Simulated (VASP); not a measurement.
Here is the system:

```
Cd
1.0
    1.46868    -2.54383     0.00000
    1.46868     2.54383     0.00000
    0.00000     0.00000     5.42295
Cd
2
Direct
  0.33333   0.66667   0.25000
  0.66667   0.33333   0.75000
```

The numbers are results of PBE GGA with D4 dispersion, VASP's PBE PAW potentials (set 64) (plane waves; VASP), not measurements. Settings: 520 eV cut-off, 14×14×7 Γ-centred mesh, first-order Methfessel-Paxton smearing of 0.10 eV, potentials Cd.

The ions and cell shape at fixed volume are relaxed. Give the cell that the relaxation ends in.

```
Cd
1.0
    1.49705    -2.59296     0.00000
    1.49705     2.59296     0.00000
    0.00000     0.00000     5.21937
Cd
2
Direct
  0.33333   0.66667   0.25000
  0.66667   0.33333   0.75000
```
Space group P6_3/mmc (194), at a tolerance of 0.03 Å.

How much energy does the relaxation gain?

The energy (σ→0) changes by -7.9 meV/atom, in 4 ionic steps.

The compound is Cd in the hcp structure. This cell is one point of a volume scan, at 0.94 of the reference volume. Symmetry was kept, so distortions that lower it aren't found.
